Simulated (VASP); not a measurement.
# LiGe4N3 (P4/mmm) in VASP: relaxation of cell and atoms with PBE

Aim: the relaxation of cell and atoms of LiGe4N3 with PBE.

Everything below comes from runs of VASP 6.6.1. Logs are shortened: lines on timing, memory, paths and dates and some standing lists are left out, and cuts for length are marked.

## 1. Starting point

Symmetry: P4/mmm, No. 123, tetragonal system. The conventional cell has a = 3.500 Å, b = 3.500 Å, c = 9.270 Å, α = 90.00°, β = 90.00°, γ = 90.00°. Li (site symmetry 4/mmm) has 8 N at 3.04 Å as nearest neighbours. Around Ge (site symmetry 2mm) lie 4 N at 2.24 to 2.29 Å and 4 Ge at 2.47 Å. Around N (site symmetry 4mm) lie 4 Ge at 2.24 Å. N (site symmetry 4/mmm) is surrounded by 8 Ge at 2.29 Å.

The cell was built by a generator and needn't be a form met in nature.

## 2. Relaxation of cell and atoms, PBE

The input, INCAR:

```
SYSTEM = LiGe4N3
PREC     = Normal         ! precision mode
ENCUT    = 520            ! plane-wave cutoff, eV
EDIFF    = 1E-4           ! SCF threshold, eV
ISMEAR   = 0              ! smearing method
SIGMA    = 0.15           ! smearing width, eV
LREAL    = .False.        ! projectors in reciprocal space
LASPH    = .True.         ! aspherical terms in the spheres
NELM     = 60             ! most SCF steps
ALGO     = Fast           ! electronic algorithm
ISIF     = 3              ! what is computed and relaxed
LWAVE    = .False.        ! write WAVECAR
LCHARG   = .False.        ! write CHGCAR
GGA      = PE             ! functional
IBRION   = 2              ! ionic algorithm
NSW      = 24             ! ionic steps
EDIFFG   = -0.08          ! ionic threshold
```

The input, KPOINTS:

```
regular mesh
0
Gamma
  4 4 2
  0 0 0
```

The input, POSCAR:

```
LiGe4N3
1.0
    3.5000000000      0.0000000000      0.0000000000
    0.0000000000      3.5000000000      0.0000000000
    0.0000000000      0.0000000000      9.2700000000
Li Ge N
1 4 3
Direct
    0.0000000000      0.0000000000      0.5000000000
    0.0000000000      0.5000000000      0.8400000000
    0.5000000000      0.0000000000      0.8400000000
    0.0000000000      0.5000000000      0.1600000000
    0.5000000000      0.0000000000      0.1600000000
    0.5000000000      0.5000000000      0.6900000000
    0.5000000000      0.5000000000      0.3100000000
    0.0000000000      0.0000000000      0.0000000000
```

Potentials or basis: VASP PAW PBE potentials, release 64 (Li_sv, Ge_d, N).

Run with:

```bash
cat potpaw_PBE.64/Li_sv/POTCAR potpaw_PBE.64/Ge_d/POTCAR potpaw_PBE.64/N/POTCAR > POTCAR
mpirun -np 1 vasp_std > vasp.out
```

OUTCAR:

```text
SYSTEM = LiGe4N3
   PREC = Normal
   ENCUT = 520
   EDIFF = 1E-4
   ISMEAR = 0
   LREAL = .False.
   LASPH = .True.
   NELM = 60
   ISIF = 3
   GGA = PE
   IBRION = 2
   NSW = 24
   EDIFFG = -0.08

 ion  position               nearest neighbor table
   1  0.000  0.000  0.500-
   2  0.000  0.500  0.840-   6 2.24   6 2.24   8 2.29   8 2.29   3 2.47   3 2.47   3 2.47   3 2.47

   3  0.500  0.000  0.840-   6 2.24   6 2.24   8 2.29   8 2.29   2 2.47   2 2.47   2 2.47   2 2.47

   4  0.000  0.500  0.160-   7 2.24   7 2.24   8 2.29   8 2.29   5 2.47   5 2.47   5 2.47   5 2.47

   5  0.500  0.000  0.160-   7 2.24   7 2.24   8 2.29   8 2.29   4 2.47   4 2.47   4 2.47   4 2.47

   6  0.500  0.500  0.690-   2 2.24   3 2.24   3 2.24   2 2.24
   7  0.500  0.500  0.310-   4 2.24   5 2.24   5 2.24   4 2.24
   8  0.000  0.000  0.000-   2 2.29   3 2.29   4 2.29   5 2.29   2 2.29   4 2.29   3 2.29   5 2.29

  LATTYP: Found a simple tetragonal cell.
 ALAT       =     3.5000000000
 C/A-ratio  =     2.6485714286

  Lattice vectors:

 A1 = (   3.5000000000,   0.0000000000,   0.0000000000)
 A2 = (   0.0000000000,   3.5000000000,   0.0000000000)
 A3 = (   0.0000000000,   0.0000000000,   9.2700000000)

Analysis of symmetry for initial positions (statically):
=====================================================================
 Subroutine PRICEL returns:
 Original cell was already a primitive cell.

 Routine SETGRP: Setting up the symmetry group for a
 simple tetragonal supercell.

 Subroutine GETGRP returns: Found 16 space group operations
 (whereof 16 operations were pure point group operations)
 out of a pool of 16 trial point group operations.

The static configuration has the point symmetry D_4h.

Analysis of symmetry for dynamics (positions and initial velocities):
=====================================================================
 Subroutine PRICEL returns:
 Original cell was already a primitive cell.

 Routine SETGRP: Setting up the symmetry group for a
 simple tetragonal supercell.

 Subroutine GETGRP returns: Found 16 space group operations
 (whereof 16 operations were pure point group operations)
 out of a pool of 16 trial point group operations.

The dynamic configuration has the point symmetry D_4h.

 Subroutine INISYM returns: Found 16 space group operations
 (whereof 16 operations are pure point group operations),
 and found     1 'primitive' translations

----------------------------------------------------------------------------------------

                                     Primitive cell

  volume of cell :     113.5575

  direct lattice vectors                    reciprocal lattice vectors
     3.500000000  0.000000000  0.000000000     0.285714286  0.000000000  0.000000000
     0.000000000  3.500000000  0.000000000     0.000000000  0.285714286  0.000000000
     0.000000000  0.000000000  9.270000000     0.000000000  0.000000000  0.107874865

  length of vectors
     3.500000000  3.500000000  9.270000000     0.285714286  0.285714286  0.107874865

  position of ions in fractional coordinates (direct lattice)
     0.000000000  0.000000000  0.500000000
     0.000000000  0.500000000  0.840000000
     0.500000000  0.000000000  0.840000000
     0.000000000  0.500000000  0.160000000
     0.500000000  0.000000000  0.160000000
     0.500000000  0.500000000  0.690000000
     0.500000000  0.500000000  0.310000000
     0.000000000  0.000000000  0.000000000

  ion indices of the primitive-cell ions
   primitive index   ion index
                 1           1
                 2           2
                 3           3
                 4           4
                 5           5
                 6           6
                 7           7
                 8           8

----------------------------------------------------------------------------------------

 KPOINTS: regular mesh

Automatic generation of k-mesh.
 Grid dimensions read from file:
 generate k-points for:    4    4    2

 Generating k-lattice:

  Cartesian coordinates                     Fractional coordinates (reciprocal lattice)
     0.071428571  0.000000000  0.000000000     0.250000000  0.000000000  0.000000000
     0.000000000  0.071428571  0.000000000     0.000000000  0.250000000  0.000000000
     0.000000000  0.000000000  0.053937433     0.000000000  0.000000000  0.500000000

  Length of vectors
     0.071428571  0.071428571  0.053937433

  Shift w.r.t. Gamma in fractional coordinates (k-lattice)
     0.000000000  0.000000000  0.000000000

 Subroutine IBZKPT returns following result:
 ===========================================

 Found     12 irreducible k-points:

 Following reciprocal coordinates:
            Coordinates               Weight
  0.000000  0.000000  0.000000      1.000000
  0.250000  0.000000  0.000000      4.000000
  0.500000  0.000000  0.000000      2.000000
  0.250000  0.250000  0.000000      4.000000
  0.500000  0.250000  0.000000      4.000000
  0.500000  0.500000  0.000000      1.000000
  0.000000  0.000000  0.500000      1.000000
  0.250000  0.000000  0.500000      4.000000
  0.500000  0.000000  0.500000      2.000000
  0.250000  0.250000  0.500000      4.000000
  0.500000  0.250000  0.500000      4.000000
  0.500000  0.500000  0.500000      1.000000
   k-points           NKPTS =     12   k-points in BZ     NKDIM =     12   number of bands    NBANDS=     44
   number of dos      NEDOS =    301   number of ions     NIONS =      8
   total plane-waves  NPLWV =  21600
   dimension x,y,z NGX =    20 NGY =   20 NGZ =   54
   dimension x,y,z NGXF=    40 NGYF=   40 NGZF=  108
   ions per type =               1   4   3
   NGX,Y,Z   is equivalent  to a cutoff of   9.50,  9.50,  9.68 a.u.
   NGXF,Y,Z  is equivalent  to a cutoff of  19.00, 19.00, 19.37 a.u.
 SYSTEM =  LiGe4N3
   PREC   = normal    normal or accurate (medium, high low for compatibility)
   ISTART =      0    job   : 0-new  1-cont  2-samecut
   ICHARG =      2    charge: 1-file 2-atom 10-const
   ISPIN  =      1    spin polarized calculation?
   LNONCOLLINEAR =      F non collinear calculations
   LSORBIT =      F    spin-orbit coupling
   LASPH  =      T    aspherical Exc in radial PAW
   ENCUT  =  520.0 eV  38.22 Ry    6.18 a.u.   6.51  6.51 17.24*2*pi/ulx,y,z
   NELM   =     60;   NELMIN=  2; NELMDL= -5     # of ELM steps
   EDIFF  = 0.1E-03   stopping-criterion for ELM
   LREAL  =      F    real-space projection
   EDIFFG = -.8E-01   stopping-criterion for IOM
   NSW    =     24    number of steps for IOM
   IBRION =      2    ionic relax: 0-MD 1-quasi-New 2-CG
   NFREE  =      1    steps in history (QN), initial steepest desc. (CG)
   ISIF   =      3    stress and relaxation
   ISYM   =      2    0-nonsym 1-usesym 2-fastsym
   POTIM  = 0.5000    time-step for ionic-motion
   TEBEG  =    0.0;   TEEND  =   0.0 temperature during run
   PSTRESS=    0.0 pullay stress
   NELECT =      74.0000    total number of electrons
   NUPDOWN=      -1.0000    fix difference up-down
   EMIN   =  10.00;   EMAX   =-10.00  energy-range for DOS
   EFERMI =   0.00;   METHOD = LEGACY
   ISMEAR =     0;   SIGMA  =   0.15  broadening in eV -4-tet -1-fermi 0-gaus
   EFERMI_NEDOS =   21; number of points for ismear=-14 and -15
   IALGO  =     68    algorithm
   IMIX   =      4    mixing-type and parameters
     AMIX     =   0.40;   BMIX     =  1.00
     AMIX_MAG =   1.60;   BMIX_MAG =  1.00
  volume/ion in A,a.u.               =      14.19        95.79
  Fermi-wavevector in a.u.,A,eV,Ry     =   1.419319  2.682125 27.408494  2.014467
  Thomas-Fermi vector in A             =   2.540352
   LORBIT       =      0    0 simple, 1 ext, 2 COOP (PROOUT), +10 PAW based schemes
   GGA     = PE    functional components
   LHFCALC =     F    Hartree Fock is set to
   AEXX    =    0.0000 exact exchange contribution
   IVDW    =     0    specifies the selected vdW correction
   LEPSILON=     F    determine dielectric tensor
   LRPA    =     F    only Hartree local field effects (RPA)
 conjugate gradient relaxation of ions
 non-spin polarized calculation
 RMM-DIIS sequential band-by-band and
 Gauss-broadening in eV      SIGMA  =   0.15
  energy-cutoff  :      520.00
  volume of cell :      113.56
 maximum number of plane-waves:      3131
   NGX = 13   NGY = 13   NGZ = 35

--------------------------------------- Ionic step        1  -------------------------------------------

 number of electron      74.0000316 magnetization

 Free energy of the ion-electron system (eV)
  ---------------------------------------------------
  ext. energy  EPLUGINS =         0.00000000
  ---------------------------------------------------
  free energy    TOTEN  =       -34.37446503 eV

  energy without entropy =      -34.31306938  energy(sigma->0) =      -34.34376721

------------------------ aborting loop because EDIFF is reached ----------------------------------------

  FORCE on cell =-STRESS in cart. coord.  units (eV):
  Direction    XX          YY          ZZ          XY          YZ          ZX
  --------------------------------------------------------------------------------------
  -------------------------------------------------------------------------------------
  Total       15.8247658     15.8247658      7.2493051      0.0000000      0.0000000      0.0000000
  in kB      223.2708623    223.2708623    102.2800987      0.0000000      0.0000000      0.0000000
  external PRESSURE =     182.9406078 kB  Pullay stress =       0.0000000 kB
[... 107 lines left out ...]
  FREE ENERGIE OF THE ION-ELECTRON SYSTEM (eV)
  ---------------------------------------------------
  free  energy   TOTEN  =       -36.1451572860 eV

  energy  without entropy=      -36.0919296538  energy(sigma->0) =      -36.11854347

 E-fermi :   4.5300     XC(G=0):  -9.7195

 val. band max:        4.4821135456   @ k =   0.0000   0.0000   0.0000
 cond. band min:       4.6927825169   @ k =   0.0000   0.0000   0.5000
 fundamental gap:      0.2106689713
 Fermi energy:         4.5299629377

 k-point     1 :       0.0000    0.0000    0.0000
  band No.  band energies     occupation
      1     -43.9606      2.00000
      2     -20.5782      2.00000
      3     -20.5774      2.00000
      4     -20.5661      2.00000
      5     -20.5630      2.00000
      6     -20.5320      2.00000
[... 553 lines left out ...]
     43      48.6884      0.00000
     44      49.8757      0.00000

 E-fermi :   4.8901     XC(G=0):  -9.8970

 val. band max:        4.8441909611   @ k =   0.5000   0.0000   0.5000
 cond. band min:       4.9715605491   @ k =   0.5000   0.0000   0.5000
 fundamental gap:      0.1273695880
 Fermi energy:         4.8901043081

 k-point     1 :       0.0000    0.0000    0.0000
  band No.  band energies     occupation
      1     -43.2815      2.00000
      2     -20.4877      2.00000
      3     -20.4812      2.00000
      4     -20.4697      2.00000
      5     -20.4688      2.00000
      6     -20.4598      2.00000
[... 553 lines left out ...]
     43      92.1960      0.00000
     44      96.8208      0.00000

[... ionic steps 4 to 18 ...]

--------------------------------------- Ionic step       19  -------------------------------------------

 number of electron      74.0000084 magnetization

------------------------ aborting loop because EDIFF is reached ----------------------------------------
[... 79 lines left out ...]
--------------------------------------- Ionic step       21  -------------------------------------------

 number of electron      73.9999724 magnetization

 Free energy of the ion-electron system (eV)
  ---------------------------------------------------
  ext. energy  EPLUGINS =         0.00000000
  ---------------------------------------------------
  free energy    TOTEN  =       -38.10259613 eV

  energy without entropy =      -38.07397520  energy(sigma->0) =      -38.08828567

 E-fermi :   5.2360     XC(G=0): -10.4668

 val. band max:        5.2250530961   @ k =   0.2500   0.0000   0.5000
 cond. band min:       5.2616203692   @ k =   0.2500   0.2500   0.0000
 fundamental gap:      0.0365672730
 Fermi energy:         5.2360352763

 k-point     1 :       0.0000    0.0000    0.0000
  band No.  band energies     occupation
      1     -41.8467      2.00000
      2     -19.7397      2.00000
      3     -19.7292      2.00000
      4     -19.7213      2.00000
      5     -19.7102      2.00000
      6     -19.7055      2.00000
[... 588 lines left out ...]
  FREE ENERGIE OF THE ION-ELECTRON SYSTEM (eV)
  ---------------------------------------------------
  free  energy   TOTEN  =       -38.1025961295 eV

  energy  without entropy=      -38.0739752045  energy(sigma->0) =      -38.08828567

 reached required accuracy - stopping structural energy minimisation
```

It took 13 min on 1 thread of Intel Xeon 6975P-C (Granite Rapids), shared host; peak memory 0.2 GiB.

These settings aren't checked as converged: the numbers below hold their error.

What came out:

```
Free energy                            : -38.1026 eV
Relaxed volume                         : 14.98 Å³/atom
Relaxed cell                           : a = 4.155 Å, b = 4.155 Å, c = 6.945 Å, α = 90.00°, β = 90.00°, γ = 90.00°
Space group after relaxing (to 0.05 Å) : P4/mmm (No. 123)
Energy gained by relaxing              : 466.0 meV/atom
Ionic steps                            : 21
Largest force after relaxing           : 0.028 eV/Å
Band gap on the k mesh                 : none (metal or under the smearing width)
```

Caveat: the k mesh is coarse (spacing up to 0.45 Å⁻¹), so the values aren't converged; the cutoff is under 1.25 times the usual one of these potentials, so pressure, stress and relaxed cells hold a basis-set (Pulay) error; the relaxation stopped at a loose force limit of 0.08 eV/Å, so its end isn't a converged minimum.
